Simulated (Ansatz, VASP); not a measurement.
Two plane-wave programs on Rb3TaP2

```
CELL_PARAMETERS angstrom
5.78491 0.00000 0.00000
-2.89245 5.00988 0.00000
0.00000 0.00000 5.72002
ATOMIC_POSITIONS crystal
Rb 0.50000 0.00000 0.50000
Rb 0.50000 0.50000 0.50000
Rb 0.00000 0.50000 0.50000
Ta 0.00000 0.00000 0.00000
P 0.33333 0.66667 0.00000
P 0.66667 0.33333 0.00000
```

Change from the starting cell: species swapped into the ZrCo3B2 type (P6/mmm, No. 191).

Alike in both runs: functional PBE; k mesh 3 × 3 × 4; occupations gaussian, width 0.1 eV; no spin polarisation.

Ansatz relaxed the structure, and its values are those at the end. VASP's run is a single point on that final structure, the one shown.

```csv
,VASP,Ansatz
version,VASP 6.6.1,Ansatz 0.2.0
potentials or method,"VASP PAW PBE potentials, release 64 (Rb_sv, Ta_pv, P)","scalar-relativistic, plane waves, PAW"
plane-wave cutoff (eV),520,420
valence electrons in the cell,48,50
```

|  | VASP | Ansatz | Ansatz less VASP |
| --- | --- | --- | --- |
| gap on the k mesh at the Fermi level (eV) | none | none | - |
| pressure (GPa) | 0.2 | 0.0 | -0.20 |

A gap of «none» marks a metal or a gap that the smearing closes. With one functional, cell and mesh, what is left measures potentials, basis and numerics. The two sets of potentials don't hold the same shells in valence.

Caveats: the k mesh is coarse (spacing up to 0.42 Å⁻¹), so the values aren't converged. The runs have no spin-orbit coupling, so splittings on Ta are missing.
